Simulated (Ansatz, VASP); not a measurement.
# VSe2: VASP beside Ansatz, part 2 of 3

One calculation is typed for both programs; each brings its own data sets. How far apart do they land? Of the first pair: The structure shown is the start of the Ansatz relaxation below; VASP solves that cell, so the two are compared at the walk's first step.

VASP 6.6.1 and Ansatz 0.2.0.

So far: Starting point; Ansatz: relaxation, LDA.

### 3. VASP: single point, LDA, start cell, pair 1

Level of this step: LDA, spin-polarised from a ferromagnetic start; plane waves and PAW (V_sv, Se) (VASP).

The same cell, functional (in two slightly different forms), mesh and smearing now go to VASP, with its own data sets.

Lines of VASP's logs that name or quote its potential files are left out, and so is its time.

Contents of INCAR:

```
SYSTEM = VSe2
PREC = Accurate
ENCUT = 400
EDIFF = 1E-06
NELM = 200
ISMEAR = 0
SIGMA = 0.1
LREAL = .FALSE.
ALGO = Normal
GGA = CA
NBANDS = 21
ISPIN = 2
MAGMOM = 0.57 -0.01 -0.01
LASPH = .TRUE.
LMAXMIX = 4
LORBIT = 11
LWAVE = .FALSE.
LCHARG = .FALSE.
ISIF = 2
LDIPOL = .TRUE.
IDIPOL = 3
DIPOL = 0.5 0.5 0.328
LVHAR = .TRUE.
GGA_COMPAT = .FALSE.
NELMDL = -8
KPAR = 2
```

Contents of POSCAR:

```
VSe2
1.0
    3.2999980000      0.0000000000      0.0000000000
   -1.6499990000      2.8578820000      0.0000000000
    0.0000000000      0.0000000000     30.4600000000
V Se
1 2
Direct
    0.3333333917      0.6666667833      0.3282994091
    0.6666666083      0.3333332167      0.3829612607
    0.6666666083      0.3333332167      0.2736375575
```

Contents of KPOINTS:

```
Automatic mesh
0
Gamma
9 9 1
0 0 0
```

PAW data sets: V_sv and Se (LDA family, release 64).

Command:

```
$ mpirun -np 2 vasp_std
```

Numbers of over 12 decimals in the logs are rounded to 6 here.

The program printed:

```text
[banner, memory and clock lines left out]
running    2 mpi-ranks, on    1 nodes
 distrk:  each k-point on    1 cores,    2 groups
 distr:  one band on    1 cores,    1 groups

 POSCAR found type information on POSCAR V Se
 POSCAR found :  2 types and       3 ions
 LDA part: xc-table for (Slater(with rela. corr.)+CA(PZ))
 , standard interpolation
 POSCAR, INCAR and KPOINTS ok, starting setup
 FFT: planning ... GRIDC
 FFT: planning ... GRID_SOFT
 FFT: planning ... GRID
 WAVECAR not read
 entering main loop
       N       E                     dE             d eps       ncg     rms          rms(c)
DAV:   1     0.129652639208E+03    0.12965E+03   -0.10959E+04  1384   0.703E+02
DAV:   2    -0.119162263907E+02   -0.14157E+03   -0.13885E+03  1378   0.203E+02
DAV:   3    -0.228381072221E+02   -0.10922E+02   -0.10766E+02  1207   0.500E+01
DAV:   4    -0.230768173515E+02   -0.23871E+00   -0.23845E+00  1281   0.817E+00
DAV:   5    -0.230803304416E+02   -0.35131E-02   -0.35128E-02  1252   0.942E-01
DAV:   6    -0.230803948085E+02   -0.64367E-04   -0.64366E-04  1323   0.132E-01
DAV:   7    -0.230803965067E+02   -0.16983E-05   -0.16983E-05  1286   0.190E-02
DAV:   8    -0.230803965598E+02   -0.53041E-07   -0.53148E-07   992   0.319E-03    0.191E+01
DAV:   9    -0.280311156663E+02   -0.49507E+01   -0.88073E+01  1088   0.495E+01    0.294E+01
DAV:  10    -0.220711691354E+02    0.59599E+01   -0.13001E+02  1278   0.656E+01    0.120E+01
DAV:  11    -0.204963160810E+02    0.15749E+01   -0.46285E+00  1108   0.127E+01    0.544E+00
DAV:  12    -0.201625575973E+02    0.33376E+00   -0.75894E-01  1197   0.507E+00    0.226E+00
DAV:  13    -0.201195385124E+02    0.43019E-01   -0.97351E-02  1215   0.175E+00    0.132E+00
DAV:  14    -0.201169924147E+02    0.25461E-02   -0.27671E-01  1183   0.323E+00    0.106E+00
[...]
DAV:  26    -0.201199438742E+02   -0.42987E-04   -0.17468E-04  1134   0.792E-02    0.167E-02
DAV:  27    -0.201200562320E+02   -0.11236E-03   -0.13216E-05  1120   0.163E-02    0.186E-02
DAV:  28    -0.201201199457E+02   -0.63714E-04   -0.83649E-06  1078   0.172E-02    0.248E-02
DAV:  29    -0.201201407750E+02   -0.20829E-04   -0.62544E-05  1100   0.513E-02    0.110E-02
DAV:  30    -0.201201511308E+02   -0.10356E-04   -0.27151E-06  1025   0.121E-02    0.556E-03
DAV:  31    -0.201201566424E+02   -0.55116E-05   -0.19495E-06   803   0.866E-03    0.267E-03
DAV:  32    -0.201201600204E+02   -0.33781E-05   -0.25086E-07   752   0.212E-03    0.341E-03
DAV:  33    -0.201201607978E+02   -0.77742E-06   -0.44419E-07   724   0.440E-03
   1 F= -.20120161E+02 E0= -.20115553E+02  d E =-.921657E-02  mag=     0.7585
```

From OUTCAR (step 3):

```text
ion  position               nearest neighbor table
   1  0.333  0.667  0.328-   3 2.53   2 2.53   3 2.53   2 2.53   3 2.53   2 2.53
   2  0.667  0.333  0.383-   1 2.53   1 2.53   1 2.53
   3  0.667  0.333  0.274-   1 2.53   1 2.53   1 2.53

  LATTYP: Found a hexagonal cell.
 ALAT       =     3.2999980000
 C/A-ratio  =     9.2303086244

 Subroutine GETGRP returns: Found 12 space group operations
 (whereof  6 operations were pure point group operations)

The static configuration has the point symmetry C_3v.
 The point group associated with its full space group is D_3h.

 Found     12 irreducible k-points:

   k-points           NKPTS =     12   k-points in BZ     NKDIM =     12   number of bands    NBANDS=     21

   dimension x,y,z NGX =    24 NGY =   24 NGZ =  200
   dimension x,y,z NGXF=    48 NGYF=   48 NGZF=  400

   ENCUT  =  400.0 eV  29.40 Ry    5.42 a.u.   5.38  5.38 49.67*2*pi/ulx,y,z

   NELECT =      25.0000    total number of electrons

 k-points in reciprocal lattice and weights: Automatic mesh
   0.00000000  0.00000000  0.00000000       0.012
   0.11111111 -0.00000000  0.00000000       0.074
   0.22222222  0.00000000  0.00000000       0.074
   0.33333333  0.00000000  0.00000000       0.074
   0.44444444  0.00000000  0.00000000       0.074
   0.11111111  0.11111111  0.00000000       0.074
   0.22222222  0.11111111  0.00000000       0.148
   0.33333333  0.11111111  0.00000000       0.148
   0.44444444  0.11111111  0.00000000       0.074
   0.22222222  0.22222222  0.00000000       0.074
   0.33333333  0.22222222  0.00000000       0.148
   0.33333333  0.33333333  0.00000000       0.025

 dipolmoment           0.000000      0.000000     -0.000004 electrons x Angstroem

 average (electrostatic) potential at core
       1 -84.2330       2 -67.4324       3 -67.4324

 E-fermi :  -3.4679

 spin component 1
 k-point     1 :       0.0000    0.0000    0.0000
  band No.  band energies     occupation
    ...
      9      -4.7860      1.00000
     10      -4.7860      1.00000
     11      -3.9696      1.00000
     12      -3.9695      1.00000
     13      -3.5125      0.73557
     14      -0.7516      0.00000
     15      -0.7516      0.00000
     16      -0.6939      0.00000
     17      -0.6939      0.00000
     18       1.2793      0.00000
    ...

 k-point     2 :       0.1111   -0.0000    0.0000
  band No.  band energies     occupation
    ...
      9      -5.2115      1.00000
     10      -4.6893      1.00000
     11      -4.1753      1.00000
     12      -4.0906      1.00000
     13      -3.5499      0.87669
     14      -1.3638      0.00000
     15      -1.2941      0.00000
     16      -0.9519      0.00000
     17      -0.6580      0.00000
     18       1.6306      0.00000
    ...

 k-point     3 :       0.2222    0.0000    0.0000
  band No.  band energies     occupation
    ...
      9      -5.8346      1.00000
     10      -4.6214      1.00000
     11      -4.5867      1.00000
     12      -4.4362      1.00000
     13      -3.7693      0.99999
     14      -2.0214      0.00000
     15      -1.5697      0.00000
     16      -1.4982      0.00000
     17      -0.4949      0.00000
     18       2.2498      0.00000
    ...

 k-point     4 :       0.3333    0.0000    0.0000
  band No.  band energies     occupation
    ...
      9      -6.9410      1.00000
     10      -5.0445      1.00000
     11      -4.8475      1.00000
     12      -4.1345      1.00000
     13      -4.0347      1.00000
     14      -2.1165      0.00000
     15      -1.9916      0.00000
     16      -1.1511      0.00000
     17      -0.3893      0.00000
     18       2.7322      0.00000
    ...

 k-point     5 :       0.4444    0.0000    0.0000
  band No.  band energies     occupation
    ...
      9      -6.7213      1.00000
     10      -5.2882      1.00000
     11      -4.8926      1.00000
     12      -4.0136      1.00000
     13      -3.9337      1.00000
     14      -2.2554      0.00000
     15      -2.0503      0.00000
     16      -0.6820      0.00000
     17      -0.3490      0.00000
     18       1.5829      0.00000
    ...

 k-point     6 :       0.1111    0.1111    0.0000
  band No.  band energies     occupation
    ...
      9      -5.5461      1.00000
     10      -4.8458      1.00000
     11      -4.5829      1.00000
     12      -4.1293      1.00000
     13      -3.6718      0.99803
     14      -1.8956      0.00000
     15      -1.6810      0.00000
     16      -1.4338      0.00000
     17      -0.5463      0.00000
     18       2.0911      0.00000
    ...

  Total       -2.7454429     -2.7454427     -4.4527730      0.0000000     -0.0000000      0.0000000
  in kB      -15.3121133    -15.3121123    -24.8343769      0.0000000     -0.0000000      0.0000000
  external PRESSURE =     -18.4862008 kB  Pullay stress =       0.0000000 kB

  energy-cutoff  :      400.00
  volume of cell :      287.27
      direct lattice vectors                 reciprocal lattice vectors
     3.299998000  0.000000000  0.000000000     0.303030487  0.174954739  0.000000000
    -1.649999000  2.857882000  0.000000000     0.000000000  0.349909478  0.000000000
     0.000000000  0.000000000 30.460000000     0.000000000  0.000000000  0.032829941

 POSITION                                       TOTAL-FORCE (eV/Angst)
 -----------------------------------------------------------------------------------
      0.00000      1.90525     10.00000        -0.000000      0.000000     -0.000000
      1.65000      0.95263     11.66500         0.000000     -0.000000     -1.296058
      1.65000      0.95263      8.33500         0.000000     -0.000000      1.296058
 -----------------------------------------------------------------------------------
    total drift:                               -0.000000     -0.000369      0.000164

  FREE ENERGIE OF THE ION-ELECTRON SYSTEM (eV)
  ---------------------------------------------------
  free  energy   TOTEN  =       -20.1201607978 eV

  energy  without entropy=      -20.1109442293  energy(sigma->0) =      -20.11555251

 vacuum level on the upper side and lower side of the slab         2.235         2.235

 total charge
# of ion       s       p       d       tot
------------------------------------------
    1        2.227   6.192   3.036  11.456
    2        1.485   2.295   0.044   3.824
    3        1.485   2.295   0.044   3.824
--------------------------------------------------
tot          5.197  10.782   3.125  19.104

 magnetization (x)
# of ion       s       p       d       tot
------------------------------------------
    1        0.006   0.006   0.703   0.715
    2       -0.000  -0.029   0.003  -0.026
    3       -0.000  -0.029   0.003  -0.026
--------------------------------------------------
tot          0.005  -0.052   0.709   0.663

[... 6 further parts left out ...]
```

The cell holds one magnetic atom, so no antiferromagnetic order fits into it.

### 4. Side by side

Known differences besides the potentials themselves: VASP starts from the moments at which Ansatz ended; the two LDA forms differ slightly; Ansatz cuts the interaction across the vacuum, VASP repeats the sheet with a dipole correction; the data sets hold 45 valence electrons in Ansatz (on its default PAW (the set named soft_2) files) and 25 in VASP; VASP's log shows a relativistic correction to its local exchange, Ansatz's none; Ansatz takes its cutoff from its data sets, VASP runs at 400 eV. Total energies have different zeros and are not compared.

Forces (eV/Å; atoms numbered as in POSCAR):

```csv
atom,"Ansatz x, y, z","VASP x, y, z"
V1,"0.000, 0.000, 0.000","0.000, 0.000, 0.000"
Se2,"0.000, 0.000, -1.333","0.000, 0.000, -1.296"
Se3,"0.000, 0.000, 1.333","0.000, 0.000, 1.296"
```

The forces differ by 17 meV/Å r.m.s., which is 2.9 % of the r.m.s. force of 0.611 eV/Å (both taken over all components). Moments aren't recorded for both runs of this pair, so they may hold unlike magnetic states. With vacuum in the cell, a pressure given here is an average over mostly empty space and none of the material.

### 5. Ansatz: relaxation, LDA

This run makes the geometry at which the two programs are then compared.

The structure compared here is the end of the Ansatz relaxation.

Contents of input.yaml:

```yaml
crystal:
  lattice:
    - [3.2298342882, 0.0, 0.0]
    - [-1.6149171441, 2.7971185436, 0.0]
    - [0.0, 0.0, 30.46]
  atoms:
    - { symbol: V, position: [0.3333333333, 0.6666666667, 0.3282994091], spin: 0.62 }
    - { symbol: Se, position: [0.6666666667, 0.3333333333, 0.3802274169] }
    - { symbol: Se, position: [0.6666666667, 0.3333333333, 0.2763714012] }
  periodic: [true, true, false]
kpoints:
  mp_grid: { grid: [15, 15, 1] }
hamiltonian:
  xc: lda
scf:
  occupations: { method: gaussian, width: 0.1 }
output:
  forces: true
  stress: true
  eigenvalues: true
  populations: true
magnetization:
  spin_polarized: true
relax:
  adjacent_minimum: "off"
  f_tol: 0.005
  max_steps: 80
  cell: { stress_2d_tol: 0.02 }
```

Command:

```
$ ansatz run input.yaml --threads 8 --pin off --max-ram 14336MiB --backend cpu --events-out ev --progress --plain --runs-dir out
```

The program printed:

```text
[...]
Crystal: 3 atoms, lattice volume = 275.183 Å³
Basis set: ecut = 420 eV, 5501 PW (Γ)
Bands: 28, of which v1, the nominal top of the filled ones, is band 23 counted from 1 (22 counted from 0)
Symmetry: 12 space group operations
[...]
k-points: 27 of 225 (time reversal used)
[...]
- [0, 0, 30.46]
  atoms:
    - { symbol: V, position: [0.333333, 0.666667, 0.328299] }
    - { symbol: Se, position: [0.666667, 0.333333, 0.380221] }
    - { symbol: Se, position: [0.666667, 0.333333, 0.276378] }
--- Löwdin populations: 3 sites ---
  site symbol       q [e]    m [muB]
     0      V     12.4470     0.7497
     1     Se     16.1730    -0.0231
     2     Se     16.1730    -0.0231
  spilling = 0.004597 (of n_electrons = 45.000000)
[key lines of the parts left out:]
SCF converged after 10 iterations
Magnetization: 0.7184 μB (22.8592 up, 22.1408 down)
Free energy (F): -13628.998804 eV
Fermi energy:    -5.674869 eV
P = ½ c Tr σ = 0.0064 N/m
```

### 6. VASP: single point, LDA, relaxed cell, pair 2

The same cell, functional (in two slightly different forms), mesh and smearing now go to VASP, with its own data sets.

INCAR, as its differences from that of step 3:

```diff
@@ -12,3 +12,3 @@
 ISPIN = 2
-MAGMOM = 0.57 -0.01 -0.01
+MAGMOM = 0.59 -0.01 -0.01
 LASPH = .TRUE.
```

Contents of POSCAR:

```
VSe2
1.0
    3.2309159092      0.0000000000      0.0000000000
   -1.6154579546      2.7980552549      0.0000000000
    0.0000000000      0.0000000000     30.4600000000
V Se
1 2
Direct
    0.3333333333      0.6666666667      0.3282994091
    0.6666666667      0.3333333333      0.3802210396
    0.6666666667      0.3333333333      0.2763777786
```

Contents of KPOINTS:

```
Automatic mesh
0
Gamma
15 15 1
0 0 0
```

Command:

```
$ mpirun -np 2 vasp_std
```

The program printed:

```text
[... set-up lines as in an earlier step ...]
 entering main loop
       N       E                     dE             d eps       ncg     rms          rms(c)
DAV:   1     0.137439510493E+03    0.13744E+03   -0.10929E+04  3028   0.704E+02
DAV:   2    -0.116693450707E+02   -0.14911E+03   -0.14605E+03  3106   0.209E+02
DAV:   3    -0.226094577739E+02   -0.10940E+02   -0.10793E+02  2746   0.506E+01
DAV:   4    -0.228501320395E+02   -0.24067E+00   -0.24050E+00  2787   0.827E+00
[...]
DAV:  36    -0.202841118196E+02   -0.26412E-05   -0.18168E-07  1701   0.209E-03    0.504E-04
DAV:  37    -0.202841135002E+02   -0.16806E-05   -0.51302E-08  1709   0.108E-03    0.546E-04
DAV:  38    -0.202841142113E+02   -0.71111E-06   -0.23717E-08  1629   0.974E-04
   1 F= -.20284114E+02 E0= -.20277124E+02  d E =-.139806E-01  mag=     0.5837
```

OUTCAR, selected parts (step 6):

```text
  Total       -0.0668837     -0.0668837     -0.0687629      0.0000000      0.0000000     -0.0000000
  in kB       -0.3891516     -0.3891516     -0.4000857      0.0000000      0.0000000     -0.0000000
  external PRESSURE =      -0.3927963 kB  Pullay stress =       0.0000000 kB

 POSITION                                       TOTAL-FORCE (eV/Angst)
 -----------------------------------------------------------------------------------
     -0.00000      1.86537     10.00000        -0.000000      0.000000     -0.000000
      1.61546      0.93269     11.58153         0.000000      0.000000      0.024432
      1.61546      0.93269      8.41847         0.000000     -0.000000     -0.024432
 -----------------------------------------------------------------------------------
    total drift:                               -0.000000     -0.000000      0.000086

  FREE ENERGIE OF THE ION-ELECTRON SYSTEM (eV)
  ---------------------------------------------------
  free  energy   TOTEN  =       -20.2841142113 eV

  energy  without entropy=      -20.2701336207  energy(sigma->0) =      -20.27712392

 magnetization (x)
# of ion       s       p       d       tot
------------------------------------------
    1        0.005   0.005   0.503   0.513
    2        0.000  -0.008   0.003  -0.005
    3        0.000  -0.008   0.003  -0.005
--------------------------------------------------
tot          0.005  -0.011   0.510   0.504

[... 3 further parts left out ...]
[key lines of the parts left out:]
E-fermi :  -3.3619
```

The run ends at a pressure of -0.04 GPa, with forces up to 0.024 eV/Å.

### 7. Comparison

What differs besides the data sets and the points named for the pairs above, as far as they apply: the data sets hold 45 valence electrons in Ansatz (on its default PAW (the set named soft_2) files) and 25 in VASP; the cutoff is 420 eV in Ansatz and 400 eV in VASP; site moments are counted in spheres of each program's own size. Total energies have different zeros and are not compared.

The two programs side by side:

```
         quantity  Ansatz  VASP  difference
total moment (μB)    0.72  0.58       +0.13
moment on V1 (μB)    0.59  0.51       +0.07
```

At this near-relaxed geometry the largest component of a force difference is 23 meV/Å. With vacuum in the cell, a pressure given here is an average over mostly empty space and none of the material.

(Part 2 of 3 ends here.)

[Lines on the potential files, build, host, timing and source positions are cut from VASP's logs without a mark.]

[Logs are printed without paths, hosts, clocks, repeated set-up lines and the standing remarks that a program may print on its own settings, such as how far it seeks lower states.]

[Hosts, paths, dates, database ids (printed as entryN), source tags and the programs' standing remarks are cut or masked in the printed files.]
